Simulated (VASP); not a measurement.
Calculation: PBEsol GGA, VASP's PBE PAW potentials (set 64) (plane waves; VASP).

VASP input:

File POSCAR:
```
CoAl
1.0
  2.8219163490   0.0000000000   0.0000000000
  0.0000000000   2.8219163490   0.0000000000
  0.0000000000   0.0000000000   2.8219163490
Al Co
1 1
Cartesian
  1.4109581745   1.4109581745   1.4109581745
  0.0000000000   0.0000000000   0.0000000000
```

### INCAR
```
! general
SYSTEM   =  CoAl
PREC     =  Accurate
ENCUT    =  530
LREAL    =  .FALSE.   ! projection in real space or not
LASPH    =  .TRUE.   ! aspherical one-centre terms

! electronic loop
EDIFF    =  1E-7   ! SCF stop (eV)
NELM     =  100   ! most electronic steps
ALGO     =  Normal   ! blocked Davidson
LMAXMIX  =  4   ! l cut-off of mixed one-centre charges

! smearing
ISMEAR   =  1   ! Methfessel-Paxton
SIGMA    =  0.1   ! width (eV)

! functional
GGA      =  PS   ! PBEsol

! ions
IBRION   =  6   ! finite differences
NSW      =  1
ISIF     =  3   ! ions, shape and volume
POTIM    =  0.015   ! step
NFREE    =  2

! output
LWAVE    =  .FALSE.
LCHARG   =  .FALSE.
```

KPOINTS:
```
K-points
0
Gamma
 12 12 12
0 0 0
```

POTCAR, in this order: Al Co (PBE.64 set). Program: vasp_std.

The run wrote:

File OSZICAR:
```
...
       N       E                     dE             d eps       ncg     rms          rms(c)
DAV:   1    -0.131020576040E+02   -0.23528E-01   -0.53522E-01 12164   0.674E+00    0.999E-01
DAV:   2    -0.130849099997E+02    0.17148E-01   -0.17735E-02 14846   0.194E+00    0.509E-01
DAV:   3    -0.130788362984E+02    0.60737E-02   -0.14165E-02 14748   0.142E+00    0.127E-01
DAV:   4    -0.130786033470E+02    0.23295E-03   -0.17947E-03 12002   0.624E-01    0.364E-02
DAV:   5    -0.130785313965E+02    0.71950E-04   -0.16954E-04 15022   0.218E-01    0.165E-02
DAV:   6    -0.130785294073E+02    0.19892E-05   -0.87148E-06 14008   0.349E-02    0.694E-03
DAV:   7    -0.130785297246E+02   -0.31730E-06   -0.52612E-07 14030   0.775E-03    0.499E-04
DAV:   8    -0.130785297266E+02   -0.20196E-08   -0.93875E-09  5406   0.118E-03
   9 F= -.13078530E+02 E0= -.13078456E+02  d E =-.220768E-03
       N       E                     dE             d eps       ncg     rms          rms(c)
DAV:   1    -0.130868228001E+02   -0.82931E-02   -0.49387E-01 12208   0.663E+00    0.636E-01
DAV:   2    -0.130803838104E+02    0.64390E-02   -0.83132E-03 14746   0.124E+00    0.353E-01
DAV:   3    -0.130784797196E+02    0.19041E-02   -0.89399E-03 13856   0.119E+00    0.141E-01
DAV:   4    -0.130783125598E+02    0.16716E-03   -0.20776E-03 11844   0.673E-01    0.430E-02
DAV:   5    -0.130784982324E+02   -0.18567E-03   -0.24468E-04 15598   0.253E-01    0.886E-03
DAV:   6    -0.130785272034E+02   -0.28971E-04   -0.91154E-06 15288   0.454E-02    0.365E-03
DAV:   7    -0.130785301134E+02   -0.29100E-05   -0.68822E-07 11412   0.116E-02    0.513E-04
DAV:   8    -0.130785297991E+02    0.31430E-06   -0.10732E-08  5436   0.139E-03    0.166E-04
DAV:   9    -0.130785297342E+02    0.64865E-07   -0.24662E-09  5390   0.855E-04
  10 F= -.13078530E+02 E0= -.13078456E+02  d E =-.220764E-03
       N       E                     dE             d eps       ncg     rms          rms(c)
DAV:   1    -0.131021039105E+02   -0.23574E-01   -0.55895E-01 12146   0.689E+00    0.100E+00
DAV:   2    -0.130848943266E+02    0.17210E-01   -0.17700E-02 15202   0.190E+00    0.508E-01
DAV:   3    -0.130788775108E+02    0.60168E-02   -0.14438E-02 14632   0.145E+00    0.138E-01
DAV:   4    -0.130786034599E+02    0.27405E-03   -0.20371E-03 11940   0.665E-01    0.362E-02
DAV:   5    -0.130785310103E+02    0.72450E-04   -0.17155E-04 15020   0.218E-01    0.165E-02
DAV:   6    -0.130785294016E+02    0.16087E-05   -0.77932E-06 14016   0.324E-02    0.709E-03
DAV:   7    -0.130785297266E+02   -0.32506E-06   -0.53567E-07 13954   0.815E-03    0.515E-04
DAV:   8    -0.130785297292E+02   -0.25808E-08   -0.96360E-09  5420   0.116E-03
  11 F= -.13078530E+02 E0= -.13078456E+02  d E =-.220766E-03
       N       E                     dE             d eps       ncg     rms          rms(c)
DAV:   1    -0.130701768793E+02    0.83528E-02   -0.49900E-01 12246   0.658E+00    0.637E-01
DAV:   2    -0.130699461791E+02    0.23070E-03   -0.85388E-03 14920   0.129E+00    0.356E-01
DAV:   3    -0.130761757604E+02   -0.62296E-02   -0.12505E-02 12168   0.154E+00    0.229E-01
DAV:   4    -0.130768077389E+02   -0.63198E-03   -0.50645E-03 11832   0.106E+00    0.434E-02
DAV:   5    -0.130783306554E+02   -0.15229E-02   -0.26712E-04 15510   0.252E-01    0.954E-03
DAV:   6    -0.130785111901E+02   -0.18053E-03   -0.85625E-06 15340   0.447E-02    0.426E-03
DAV:   7    -0.130785313507E+02   -0.20161E-04   -0.76759E-07 11540   0.127E-02    0.678E-04
DAV:   8    -0.130785300771E+02    0.12736E-05   -0.12195E-08  5444   0.160E-03    0.218E-04
DAV:   9    -0.130785297415E+02    0.33562E-06   -0.25447E-09  5362   0.861E-04    0.249E-05
DAV:  10    -0.130785297610E+02   -0.19467E-07   -0.68011E-10  5316   0.336E-04
  12 F= -.13078530E+02 E0= -.13078456E+02  d E =-.220767E-03
       N       E                     dE             d eps       ncg     rms          rms(c)
DAV:   1    -0.131020515746E+02   -0.23522E-01   -0.54764E-01 12280   0.692E+00    0.100E+00
DAV:   2    -0.130849028125E+02    0.17149E-01   -0.17897E-02 15056   0.193E+00    0.509E-01
DAV:   3    -0.130787910584E+02    0.61118E-02   -0.13769E-02 14996   0.139E+00    0.114E-01
DAV:   4    -0.130786028009E+02    0.18826E-03   -0.15159E-03 12016   0.571E-01    0.366E-02
DAV:   5    -0.130785312070E+02    0.71594E-04   -0.17061E-04 15074   0.218E-01    0.166E-02
DAV:   6    -0.130785294377E+02    0.17693E-05   -0.86395E-06 13464   0.344E-02    0.682E-03
DAV:   7    -0.130785297285E+02   -0.29086E-06   -0.56328E-07 14212   0.842E-03    0.478E-04
DAV:   8    -0.130785297298E+02   -0.12554E-08   -0.85250E-09  5464   0.111E-03
  13 F= -.13078530E+02 E0= -.13078456E+02  d E =-.220769E-03
       N       E                     dE             d eps       ncg     rms          rms(c)
DAV:   1    -0.130665751922E+02    0.11955E-01   -0.25962E-01  4508   0.517E+00    0.396E-01
DAV:   2    -0.130703600691E+02   -0.37849E-02   -0.41229E-03  5222   0.866E-01    0.249E-01
DAV:   3    -0.130776906377E+02   -0.73306E-02   -0.80572E-03  4674   0.127E+00    0.201E-01
DAV:   4    -0.130798858530E+02   -0.21952E-02   -0.39293E-03  4478   0.926E-01    0.135E-02
DAV:   5    -0.130800347832E+02   -0.14893E-03   -0.49307E-05  4638   0.727E-02    0.518E-03
DAV:   6    -0.130800779663E+02   -0.43183E-04   -0.17604E-06  5224   0.127E-02    0.243E-03
DAV:   7    -0.130800767855E+02    0.11809E-05   -0.97718E-08  2388   0.477E-03    0.726E-04
DAV:   8    -0.130800751488E+02    0.16367E-05   -0.27280E-08  2114   0.269E-03    0.801E-05
DAV:   9    -0.130800751372E+02    0.11626E-07   -0.34118E-09  2086   0.800E-04
  14 F= -.13080075E+02 E0= -.13080004E+02  d E =-.213447E-03
       N       E                     dE             d eps       ncg     rms          rms(c)
DAV:   1    -0.130803363395E+02   -0.26119E-03   -0.73859E-02  3930   0.213E+00    0.952E-02
DAV:   2    -0.130801461552E+02    0.19018E-03   -0.15787E-03  5018   0.428E-01    0.485E-02
DAV:   3    -0.130800740888E+02    0.72066E-04   -0.25004E-04  4184   0.107E-01    0.126E-02
DAV:   4    -0.130800757887E+02   -0.16999E-05   -0.20074E-05  4532   0.571E-02    0.987E-03
DAV:   5    -0.130800751158E+02    0.67293E-06   -0.67859E-06  4594   0.393E-02    0.494E-03
DAV:   6    -0.130800751145E+02    0.12840E-08   -0.35845E-07  2788   0.887E-03
  15 F= -.13080075E+02 E0= -.13080004E+02  d E =-.213392E-03
       N       E                     dE             d eps       ncg     rms          rms(c)
DAV:   1    -0.130795640804E+02    0.51104E-03   -0.88838E-01  4032   0.779E+00    0.116E-01
DAV:   2    -0.130802582382E+02   -0.69416E-03   -0.82581E-03  4686   0.131E+00    0.102E-01
DAV:   3    -0.130801660700E+02    0.92168E-04   -0.61526E-04  4742   0.345E-01    0.679E-02
DAV:   4    -0.130800965202E+02    0.69550E-04   -0.36346E-04  4180   0.174E-01    0.319E-02
DAV:   5    -0.130800770513E+02    0.19469E-04   -0.65430E-05  4574   0.111E-01    0.747E-03
DAV:   6    -0.130800756732E+02    0.13781E-05   -0.68767E-06  5116   0.277E-02    0.715E-04
DAV:   7    -0.130800756797E+02   -0.64148E-08   -0.12388E-07  2668   0.375E-03
  16 F= -.13080076E+02 E0= -.13080005E+02  d E =-.213475E-03
       N       E                     dE             d eps       ncg     rms          rms(c)
DAV:   1    -0.130790075997E+02    0.10681E-02   -0.24302E+00  4072   0.127E+01    0.241E-01
DAV:   2    -0.130807045690E+02   -0.16970E-02   -0.23186E-02  4814   0.214E+00    0.199E-01
DAV:   3    -0.130803754980E+02    0.32907E-03   -0.31244E-03  4602   0.802E-01    0.137E-01
DAV:   4    -0.130800990164E+02    0.27648E-03   -0.49869E-04  4382   0.205E-01    0.426E-02
DAV:   5    -0.130800757540E+02    0.23262E-04   -0.14107E-04  4622   0.177E-01    0.700E-03
DAV:   6    -0.130800756778E+02    0.76156E-07   -0.30499E-06  4506   0.187E-02    0.163E-03
DAV:   7    -0.130800756787E+02   -0.83980E-09   -0.81306E-08  2242   0.425E-03
  17 F= -.13080076E+02 E0= -.13080005E+02  d E =-.213407E-03
```

OUTCAR:
```
------------------------ aborting loop because EDIFF is reached ----------------------------------------
  FORCE on cell =-STRESS in cart. coord.  units (eV):
  Direction    XX          YY          ZZ          XY          YZ          ZX
  --------------------------------------------------------------------------------------
  Total        0.0333182      0.0353359      0.0353359      0.0000000     -0.0000000      0.0000000
  in kB        2.3755256      2.5193842      2.5193842      0.0000000     -0.0000000      0.0000000
  external PRESSURE =       2.4714314 kB  Pullay stress =       0.0000000 kB
  volume of cell :       22.47
      direct lattice vectors                 reciprocal lattice vectors
     2.821916349  0.000000000  0.000000000     0.354369115  0.000000000  0.000000000
     0.000000000  2.821916349  0.000000000     0.000000000  0.354369115  0.000000000
     0.000000000  0.000000000  2.821916349     0.000000000  0.000000000  0.354369115
 POSITION                                       TOTAL-FORCE (eV/Angst)
 -----------------------------------------------------------------------------------
      1.41096      1.41096      1.41096        -0.119109      0.000000     -0.000000
     -0.01500      0.00000      0.00000         0.119109     -0.000000      0.000000
 -----------------------------------------------------------------------------------
    total drift:                                0.000065      0.000000     -0.000002
  FREE ENERGIE OF THE ION-ELECTRON SYSTEM (eV)
  ---------------------------------------------------
  free  energy   TOTEN  =       -13.0800756787 eV

  energy  without entropy=      -13.0798622719  energy(sigma->0) =      -13.08000454

   1 f  =   10.240475 THz    64.342803 2PiTHz  341.585483 cm-1    42.351183 meV
             X         Y         Z           dx          dy          dz
      1.410958  1.410958  1.410958     0.440063    0.701604    0.000000
      0.000000  0.000000  0.000000    -0.297793   -0.474779    0.000000

   2 f  =   10.240475 THz    64.342803 2PiTHz  341.585483 cm-1    42.351183 meV
             X         Y         Z           dx          dy          dz
      1.410958  1.410958  1.410958    -0.000000   -0.000000    0.828193
      0.000000  0.000000  0.000000     0.000000    0.000000   -0.560443

   3 f  =   10.240475 THz    64.342803 2PiTHz  341.585483 cm-1    42.351183 meV
             X         Y         Z           dx          dy          dz
      1.410958  1.410958  1.410958     0.701604   -0.440063    0.000000
      0.000000  0.000000  0.000000    -0.474779    0.297793    0.000000

   4 f/i=    0.000549 THz     0.003452 2PiTHz    0.018327 cm-1     0.002272 meV
             X         Y         Z           dx          dy          dz
      1.410958  1.410958  1.410958     0.020061   -0.442857   -0.342887
      0.000000  0.000000  0.000000     0.029645   -0.654431   -0.506700

   5 f/i=    0.000549 THz     0.003452 2PiTHz    0.018327 cm-1     0.002272 meV
             X         Y         Z           dx          dy          dz
      1.410958  1.410958  1.410958     0.559571    0.030527   -0.006689
      0.000000  0.000000  0.000000     0.826904    0.045111   -0.009884

   6 f/i=    0.000549 THz     0.003452 2PiTHz    0.018327 cm-1     0.002272 meV
             X         Y         Z           dx          dy          dz
      1.410958  1.410958  1.410958     0.023962   -0.342114    0.443261
      0.000000  0.000000  0.000000     0.035410   -0.505558    0.655027

 ELASTIC MODULI CONTR FROM IONIC RELAXATION (kBar)
 Direction    XX          YY          ZZ          XY          YZ          ZX
 --------------------------------------------------------------------------------
 XX           0.0000      0.0000      0.0000      0.0000      0.0000      0.0000
 YY           0.0000      0.0000      0.0000      0.0000      0.0000      0.0000
 ZZ           0.0000      0.0000      0.0000      0.0000      0.0000      0.0000
 XY           0.0000      0.0000      0.0000      0.0000      0.0000      0.0000
 YZ           0.0000      0.0000      0.0000      0.0000      0.0000      0.0000
 ZX           0.0000      0.0000      0.0000      0.0000      0.0000      0.0000
 --------------------------------------------------------------------------------

 TOTAL ELASTIC MODULI (kBar)
 Direction    XX          YY          ZZ          XY          YZ          ZX
 --------------------------------------------------------------------------------
 XX        3142.5160   1340.2462   1340.2462      0.0000      0.0000      0.0000
 YY        1340.2462   3142.5160   1340.2462      0.0000      0.0000      0.0000
 ZZ        1340.2462   1340.2462   3142.5160     -0.0000      0.0000     -0.0000
 XY           0.0000      0.0000     -0.0000   1544.2648      0.0000      0.0000
 YZ           0.0000      0.0000      0.0000      0.0000   1544.2648      0.0000
 ZX           0.0000      0.0000     -0.0000      0.0000      0.0000   1544.2648
 --------------------------------------------------------------------------------
```
(Selected blocks of OUTCAR.)

Finite-difference elastic constants of metals are sensitive to mesh and smearing; shear constants can be off by tens of GPa.

The compound is CoAl in the CsCl type structure. It was relaxed first. The run is not spin-polarised, so no magnetic state was tried.
